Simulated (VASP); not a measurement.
An input for Quantum ESPRESSO's pw.x (written as the equivalent of a VASP run, and not itself run):

```
&CONTROL
  calculation = 'vc-relax'
  pseudo_dir = './pseudo'
  outdir = './out'
  tprnfor = .true.
  tstress = .true.
  nstep = 60
  forc_conv_thr = 0.00039
/
&SYSTEM
  ibrav = 0
  nat = 1
  ntyp = 1
  ecutwfc = 92
  occupations = 'smearing'
  smearing = 'methfessel-paxton'
  degauss = 0.00735
  input_dft = 'vdw-df-cx'
/
&ELECTRONS
  conv_thr = 7.3e-08
  electron_maxstep = 100
/
&IONS
/
&CELL
/
ATOMIC_SPECIES
  Cu 63.546 Cu.upf
CELL_PARAMETERS angstrom
     0.0000000    1.7906880    1.7906880
     1.7906880    0.0000000    1.7906880
     1.7906880    1.7906880    0.0000000
ATOMIC_POSITIONS crystal
  Cu   0.0000000  0.0000000  0.0000000
K_POINTS automatic
  16 16 16 0 0 0
```

**Question.** Write the VASP files for the same calculation (vdW-DF-cx).

**Answer.** One answer among several that fit: 
File POSCAR:
```
Cu
1
    0.0000000000     1.7906880397     1.7906880397
    1.7906880397     0.0000000000     1.7906880397
    1.7906880397     1.7906880397     0.0000000000
Cu
1
Direct
  0.0000000000   0.0000000000   0.0000000000
```

**KPOINTS**
```
Automatic mesh
0
Gamma
16 16 16
0 0 0
```

**INCAR**
```
SYSTEM = Cu
PREC = Accurate; ENCUT = 520; LREAL = F
LASPH = T
EDIFF = 1E-6; NELM = 100; ALGO = Normal
LMAXMIX = 4
ISMEAR = 1; SIGMA = 0.1
GGA = CX; LUSE_VDW = T; AGGAC = 0.0
IBRION = 2; NSW = 60; ISIF = 3
EDIFFG = -0.01
LWAVE = F; LCHARG = F
```

POTCAR, in this order: Cu (PBE.64 set). Program: vasp_std.

What does not carry over: the potentials are each code's own (VASP's PAW set, PseudoDojo norm-conserving files in pw.x), so ENCUT and ecutwfc are chosen apart and not converted; conv_thr bounds pw.x's estimated SCF error, while EDIFF bounds the energy change between steps; forc_conv_thr acts on force components and is met together with etot_conv_thr.

The compound is Cu in the fcc structure. It was relaxed first. The start is the result of an earlier pass.
